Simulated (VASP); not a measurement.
OSZICAR of a VASP run on Sr12Ti12HO36:

### OSZICAR
```
...
DAV:   1    -0.483267299317E+03    0.12251E-02   -0.12546E+00   992   0.253E+00    0.287E-01
RMM:   2    -0.483269701230E+03   -0.24019E-02   -0.27694E-02   928   0.444E-01    0.443E-01
RMM:   3    -0.483270036673E+03   -0.33544E-03   -0.70732E-03  1173   0.196E-01    0.226E-01
RMM:   4    -0.483270094077E+03   -0.57404E-04   -0.13644E-03  1371   0.848E-02    0.151E-01
RMM:   5    -0.483270036224E+03    0.57854E-04   -0.56033E-04  1272   0.534E-02    0.892E-02
RMM:   6    -0.483270020798E+03    0.15426E-04   -0.30954E-04  1308   0.381E-02    0.268E-02
RMM:   7    -0.483270034697E+03   -0.13899E-04   -0.12480E-04  1212   0.215E-02    0.230E-02
RMM:   8    -0.483270037774E+03   -0.30768E-05   -0.77542E-05   904   0.152E-02
  73 F= -.48327004E+03 E0= -.48325673E+03  d E =-.409633E-02  mag=     1.0000
       N       E                     dE             d eps       ncg     rms          rms(c)
DAV:   1    -0.483270863689E+03   -0.82899E-03   -0.40808E-01   992   0.142E+00    0.168E-01
RMM:   2    -0.483271762506E+03   -0.89882E-03   -0.93017E-03   955   0.240E-01    0.333E-01
RMM:   3    -0.483271673060E+03    0.89446E-04   -0.22444E-03  1220   0.108E-01    0.110E-01
RMM:   4    -0.483271772226E+03   -0.99165E-04   -0.42631E-04  1340   0.488E-02    0.661E-02
RMM:   5    -0.483271784550E+03   -0.12324E-04   -0.21830E-04  1256   0.318E-02    0.108E-01
RMM:   6    -0.483271740242E+03    0.44308E-04   -0.10790E-04  1189   0.252E-02    0.216E-02
RMM:   7    -0.483271764697E+03   -0.24455E-04   -0.53730E-05   902   0.158E-02    0.769E-03
RMM:   8    -0.483271767659E+03   -0.29620E-05   -0.38590E-05   763   0.107E-02
  74 F= -.48327177E+03 E0= -.48325846E+03  d E =-.172989E-02  mag=     1.0000
       N       E                     dE             d eps       ncg     rms          rms(c)
DAV:   1    -0.483270842586E+03    0.92211E-03   -0.87232E-01   992   0.207E+00    0.243E-01
RMM:   2    -0.483272673453E+03   -0.18309E-02   -0.19287E-02   928   0.350E-01    0.464E-01
RMM:   3    -0.483272565119E+03    0.10833E-03   -0.47782E-03  1188   0.158E-01    0.163E-01
RMM:   4    -0.483272731076E+03   -0.16596E-03   -0.82946E-04  1341   0.690E-02    0.959E-02
RMM:   5    -0.483272747629E+03   -0.16553E-04   -0.43473E-04  1267   0.446E-02    0.148E-01
RMM:   6    -0.483272664311E+03    0.83318E-04   -0.19823E-04  1245   0.346E-02    0.325E-02
RMM:   7    -0.483272708906E+03   -0.44595E-04   -0.91947E-05  1112   0.212E-02    0.101E-02
RMM:   8    -0.483272713331E+03   -0.44243E-05   -0.61694E-05   852   0.136E-02
  75 F= -.48327271E+03 E0= -.48325940E+03  d E =-.267556E-02  mag=     1.0000
       N       E                     dE             d eps       ncg     rms          rms(c)
DAV:   1    -0.483273293185E+03   -0.58428E-03   -0.10360E-01   992   0.744E-01    0.111E-01
RMM:   2    -0.483273557465E+03   -0.26428E-03   -0.28524E-03   974   0.143E-01    0.254E-01
RMM:   3    -0.483273455193E+03    0.10227E-03   -0.70356E-04  1195   0.642E-02    0.867E-02
RMM:   4    -0.483273508533E+03   -0.53340E-04   -0.16200E-04  1254   0.310E-02    0.585E-02
RMM:   5    -0.483273510424E+03   -0.18909E-05   -0.88049E-05  1154   0.218E-02
  76 F= -.48327351E+03 E0= -.48326020E+03  d E =-.797093E-03  mag=     1.0000
       N       E                     dE             d eps       ncg     rms          rms(c)
DAV:   1    -0.483273416066E+03    0.92467E-04   -0.32945E-01   992   0.132E+00    0.209E-01
RMM:   2    -0.483274314602E+03   -0.89854E-03   -0.88592E-03   930   0.255E-01    0.517E-01
RMM:   3    -0.483273803658E+03    0.51094E-03   -0.23112E-03  1144   0.119E-01    0.157E-01
RMM:   4    -0.483274047227E+03   -0.24357E-03   -0.48032E-04  1286   0.554E-02    0.103E-01
RMM:   5    -0.483274084499E+03   -0.37272E-04   -0.25694E-04  1172   0.387E-02    0.126E-01
RMM:   6    -0.483274024924E+03    0.59576E-04   -0.14921E-04  1212   0.282E-02    0.616E-02
RMM:   7    -0.483274050339E+03   -0.25415E-04   -0.62784E-05   973   0.216E-02    0.107E-02
RMM:   8    -0.483274055243E+03   -0.49038E-05   -0.46205E-05   760   0.119E-02
  77 F= -.48327406E+03 E0= -.48326073E+03  d E =-.134191E-02  mag=     1.0000
       N       E                     dE             d eps       ncg     rms          rms(c)
DAV:   1    -0.483274426600E+03   -0.37626E-03   -0.19171E-01   992   0.101E+00    0.146E-01
RMM:   2    -0.483274946803E+03   -0.52020E-03   -0.49109E-03   940   0.190E-01    0.359E-01
RMM:   3    -0.483274696932E+03    0.24987E-03   -0.12456E-03  1152   0.886E-02    0.915E-02
RMM:   4    -0.483274830942E+03   -0.13401E-03   -0.27438E-04  1253   0.415E-02    0.607E-02
RMM:   5    -0.483274857449E+03   -0.26507E-04   -0.13682E-04  1161   0.281E-02    0.115E-01
RMM:   6    -0.483274803349E+03    0.54100E-04   -0.78100E-05  1073   0.228E-02    0.394E-02
RMM:   7    -0.483274827527E+03   -0.24178E-04   -0.37587E-05   821   0.158E-02    0.779E-03
RMM:   8    -0.483274830585E+03   -0.30581E-05   -0.35014E-05   649   0.913E-03
  78 F= -.48327483E+03 E0= -.48326152E+03  d E =-.775342E-03  mag=     1.0000
       N       E                     dE             d eps       ncg     rms          rms(c)
DAV:   1    -0.483274510523E+03    0.31700E-03   -0.33358E-01   992   0.134E+00    0.191E-01
RMM:   2    -0.483275378307E+03   -0.86778E-03   -0.83545E-03   930   0.249E-01    0.459E-01
RMM:   3    -0.483274992541E+03    0.38577E-03   -0.21558E-03  1136   0.116E-01    0.121E-01
RMM:   4    -0.483275202529E+03   -0.20999E-03   -0.44205E-04  1253   0.531E-02    0.789E-02
RMM:   5    -0.483275242341E+03   -0.39812E-04   -0.21889E-04  1180   0.358E-02    0.145E-01
RMM:   6    -0.483275156694E+03    0.85648E-04   -0.12366E-04  1150   0.287E-02    0.511E-02
RMM:   7    -0.483275194075E+03   -0.37382E-04   -0.55679E-05   935   0.196E-02    0.921E-03
RMM:   8    -0.483275198119E+03   -0.40433E-05   -0.45050E-05   694   0.108E-02
  79 F= -.48327520E+03 E0= -.48326189E+03  d E =-.114288E-02  mag=     1.0000
       N       E                     dE             d eps       ncg     rms          rms(c)
DAV:   1    -0.483275314088E+03   -0.12001E-03   -0.13733E-01   992   0.859E-01    0.121E-01
RMM:   2    -0.483275691085E+03   -0.37700E-03   -0.36855E-03   945   0.164E-01    0.299E-01
RMM:   3    -0.483275530270E+03    0.16081E-03   -0.93362E-04  1156   0.759E-02    0.833E-02
RMM:   4    -0.483275616820E+03   -0.86550E-04   -0.19889E-04  1262   0.344E-02    0.550E-02
RMM:   5    -0.483275637847E+03   -0.21027E-04   -0.97692E-05  1126   0.238E-02    0.990E-02
RMM:   6    -0.483275597345E+03    0.40502E-04   -0.59942E-05  1017   0.195E-02    0.375E-02
RMM:   7    -0.483275614944E+03   -0.17598E-04   -0.29412E-05   767   0.142E-02    0.726E-03
RMM:   8    -0.483275616920E+03   -0.19763E-05   -0.24603E-05   625   0.785E-03
  80 F= -.48327562E+03 E0= -.48326232E+03  d E =-.418801E-03  mag=     1.0000
       N       E                     dE             d eps       ncg     rms          rms(c)
DAV:   1    -0.483275536789E+03    0.78155E-04   -0.77849E-02   992   0.647E-01    0.910E-02
RMM:   2    -0.483275749704E+03   -0.21291E-03   -0.20763E-03   940   0.124E-01    0.224E-01
RMM:   3    -0.483275660193E+03    0.89510E-04   -0.53363E-04  1133   0.573E-02    0.628E-02
RMM:   4    -0.483275709643E+03   -0.49449E-04   -0.12055E-04  1158   0.260E-02    0.414E-02
RMM:   5    -0.483275722397E+03   -0.12754E-04   -0.59032E-05   926   0.179E-02    0.764E-02
RMM:   6    -0.483275697970E+03    0.24427E-04   -0.33699E-05   739   0.148E-02    0.288E-02
RMM:   7    -0.483275708615E+03   -0.10646E-04   -0.17704E-05   617   0.111E-02    0.633E-03
RMM:   8    -0.483275709332E+03   -0.71687E-06   -0.10343E-05   565   0.564E-03
  81 F= -.48327571E+03 E0= -.48326241E+03  d E =-.511213E-03  mag=     1.0000
       N       E                     dE             d eps       ncg     rms          rms(c)
DAV:   1    -0.483275740279E+03   -0.31663E-04   -0.11825E-01   992   0.800E-01    0.981E-02
RMM:   2    -0.483276027934E+03   -0.28766E-03   -0.28429E-03   926   0.145E-01    0.221E-01
RMM:   3    -0.483275959732E+03    0.68202E-04   -0.71263E-04  1106   0.662E-02    0.609E-02
RMM:   4    -0.483276010161E+03   -0.50429E-04   -0.16348E-04  1218   0.301E-02    0.412E-02
RMM:   5    -0.483276026092E+03   -0.15931E-04   -0.74331E-05  1010   0.195E-02    0.885E-02
RMM:   6    -0.483275992734E+03    0.33358E-04   -0.35911E-05   765   0.161E-02    0.172E-02
RMM:   7    -0.483276008475E+03   -0.15741E-04   -0.19956E-05   620   0.106E-02    0.717E-03
RMM:   8    -0.483276009211E+03   -0.73593E-06   -0.10906E-05   577   0.609E-03
  82 F= -.48327601E+03 E0= -.48326271E+03  d E =-.299879E-03  mag=     1.0000
       N       E                     dE             d eps       ncg     rms          rms(c)
DAV:   1    -0.483275946639E+03    0.61836E-04   -0.49291E-02   992   0.516E-01    0.633E-02
RMM:   2    -0.483276067738E+03   -0.12110E-03   -0.11990E-03   929   0.940E-02    0.142E-01
RMM:   3    -0.483276040881E+03    0.26857E-04   -0.30944E-04  1120   0.428E-02    0.396E-02
RMM:   4    -0.483276061982E+03   -0.21101E-04   -0.73542E-05   954   0.194E-02    0.262E-02
RMM:   5    -0.483276068017E+03   -0.60346E-05   -0.34214E-05   629   0.129E-02
  83 F= -.48327607E+03 E0= -.48326276E+03  d E =-.358684E-03  mag=     1.0000
       N       E                     dE             d eps       ncg     rms          rms(c)
DAV:   1    -0.483276042102E+03    0.19880E-04   -0.10713E-01   992   0.754E-01    0.790E-02
RMM:   2    -0.483276240495E+03   -0.19839E-03   -0.23971E-03   927   0.130E-01    0.637E-02
RMM:   3    -0.483276292369E+03   -0.51874E-04   -0.58625E-04  1210   0.570E-02    0.389E-02
RMM:   4    -0.483276299998E+03   -0.76295E-05   -0.14424E-04  1181   0.257E-02    0.597E-02
RMM:   5    -0.483276293319E+03    0.66791E-05   -0.53710E-05   882   0.155E-02
  84 F= -.48327629E+03 E0= -.48326299E+03  d E =-.225303E-03  mag=     1.0000
```

Problem. Which electronic solver shows in the log?

Solution. It is blocked Davidson (ALGO = Normal, or the opening steps of other solvers) and then RMM-DIIS (ALGO = Fast or VeryFast). The INCAR had ALGO = Fast.

Problem. How was spin treated?

Solution. Collinear spin (ISPIN = 2): the summary line carries one mag value, 1.00 μB in the cell.

Problem. Can the final energy be trusted as converged?

Solution. The run converged. It stopped with EDIFF = 1E-5, NELM = 100, NSW = 120 and EDIFFG = -0.03 after 84 ionic steps (PBE GGA, plane waves, VASP's PBE PAW potentials (set 64)).  The cell is charged, with a uniform compensating background. The supercell is sampled at Γ alone, which is coarse: total energies, pressure and levels can be off, energies of defects by several tenths of an eV.

The cell is a supercell with a defect, built from SrTiO3 (cubic perovskite, the ideal cubic form; the compound distorts at low or room temperature): H_i, charge +2. The total moment is imposed (NUPDOWN), so this need not be the lowest spin state.
